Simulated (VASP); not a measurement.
Method: PBE GGA, VASP's PBE PAW potentials (set 64) (plane waves; VASP 6.6.1).

VASP input:

### KPOINTS
```
Automatic mesh
0
Gamma
9 9 5
0 0 0
```

POSCAR:
```
GaN
10.380
  0.1536608863  -0.2661484586   0.0000000000
  0.1536608863   0.2661484586   0.0000000000
  0.0000000000   0.0000000000   0.5000000000
Ga N
2 2
Cart
  0.1536608863  -0.0887163303   0.2500000000
  0.1536608863   0.0887163303   0.0000000000
  0.1536608863  -0.0887163303   0.4385000000
  0.1536608863   0.0887163303   0.1885000000
```

### INCAR
```
SYSTEM = GaN
PREC = Accurate; ENCUT = 800; LREAL = .FALSE.
LASPH = .TRUE.
EDIFF = 1E-6; NELM = 100; ALGO = Normal
LMAXMIX = 4
ISMEAR = 0; SIGMA = 0.05
GGA = PE
ISIF = 2
LWAVE = .FALSE.; LCHARG = .FALSE.
```

POTCAR, in this order: Ga_d N (PBE.64 set). Program: vasp_std.

Output

File OUTCAR:
```
 ion  position               nearest neighbor table
   1  0.667  0.333  0.500-   4 1.95   4 1.95   4 1.95   3 1.96
   2  0.333  0.667  0.000-   3 1.95   3 1.95   3 1.95   4 1.96
   3  0.667  0.333  0.877-   2 1.95   2 1.95   2 1.95   1 1.96
   4  0.333  0.667  0.377-   1 1.95   1 1.95   1 1.95   2 1.96
  LATTYP: Found a hexagonal cell.
 ALAT       =     3.1899999670
 C/A-ratio  =     1.6269592645
 Subroutine PRICEL returns:
 Original cell was already a primitive cell.
 Subroutine GETGRP returns: Found 12 space group operations
The static configuration has the point symmetry C_3v.
 The point group associated with its full space group is C_6v.
The dynamic configuration has the point symmetry C_3v.
 Subroutine INISYM returns: Found 12 space group operations
 Subroutine IBZKPT returns following result:
 Found     36 irreducible k-points:

 Following reciprocal coordinates:
            Coordinates               Weight
  0.000000  0.000000  0.000000      1.000000
  0.111111  0.000000  0.000000      6.000000
  0.222222  0.000000  0.000000      6.000000
  0.333333  0.000000  0.000000      6.000000
  0.444444  0.000000  0.000000      6.000000
...
```

### OSZICAR
```
       N       E                     dE             d eps       ncg     rms          rms(c)
DAV:   1     0.325276947325E+03    0.32528E+03   -0.23593E+04  1640   0.392E+03
DAV:   2     0.159841651463E+02   -0.30929E+03   -0.29979E+03  1732   0.648E+02
DAV:   3    -0.263418810193E+02   -0.42326E+02   -0.41938E+02  1806   0.188E+02
DAV:   4    -0.283132412654E+02   -0.19714E+01   -0.19656E+01  2260   0.433E+01
DAV:   5    -0.283413170324E+02   -0.28076E-01   -0.28065E-01  1756   0.477E+00    0.109E+01
DAV:   6    -0.241944050492E+02    0.41469E+01   -0.15331E+01  2872   0.600E+01    0.297E+00
DAV:   7    -0.243426197955E+02   -0.14821E+00   -0.19698E+00  1736   0.146E+01    0.271E+00
DAV:   8    -0.243452522758E+02   -0.26325E-02   -0.32477E-01  2604   0.928E+00    0.939E-01
DAV:   9    -0.243182904970E+02    0.26962E-01   -0.13322E-01  2826   0.625E+00    0.344E-01
DAV:  10    -0.243193395117E+02   -0.10490E-02   -0.77393E-03  1784   0.988E-01    0.167E-01
DAV:  11    -0.243193443429E+02   -0.48312E-05   -0.11769E-03  2368   0.629E-01    0.285E-02
DAV:  12    -0.243193508046E+02   -0.64616E-05   -0.16087E-04  1790   0.116E-01    0.110E-02
DAV:  13    -0.243193524785E+02   -0.16740E-05   -0.15765E-05  2144   0.888E-02    0.246E-03
DAV:  14    -0.243193527116E+02   -0.23306E-06   -0.25448E-06  1664   0.225E-02
   1 F= -.24319353E+02 E0= -.24319353E+02  d E =-.818300E-17
```

File OUTCAR:
```
------------------------ aborting loop because EDIFF is reached ----------------------------------------
  FORCE on cell =-STRESS in cart. coord.  units (eV):
  Direction    XX          YY          ZZ          XY          YZ          ZX
  --------------------------------------------------------------------------------------
  Total        1.4495012      1.4495012      1.5484386      0.0000000      0.0000000      0.0000000
  in kB       50.7749872     50.7749858     54.2406928      0.0000000      0.0000000      0.0000000
  external PRESSURE =      51.9302219 kB  Pullay stress =       0.0000000 kB
  volume of cell :       45.74
      direct lattice vectors                 reciprocal lattice vectors
     1.595000000 -2.762621000  0.000000000     0.313479624 -0.180987548  0.000000000
     1.595000000  2.762621000  0.000000000     0.313479624  0.180987548  0.000000000
     0.000000000  0.000000000  5.190000000     0.000000000  0.000000000  0.192678227
  FREE ENERGIE OF THE ION-ELECTRON SYSTEM (eV)
  ---------------------------------------------------
  free  energy   TOTEN  =       -24.3193527116 eV

  energy  without entropy=      -24.3193527116  energy(sigma->0) =      -24.31935271
```
(Selected blocks of OUTCAR.)

The compound is GaN in the wurtzite structure. The cell was not relaxed at this level. The run is one of a series of settings (ENCUT = 800 against the base run), some of them coarse on purpose.
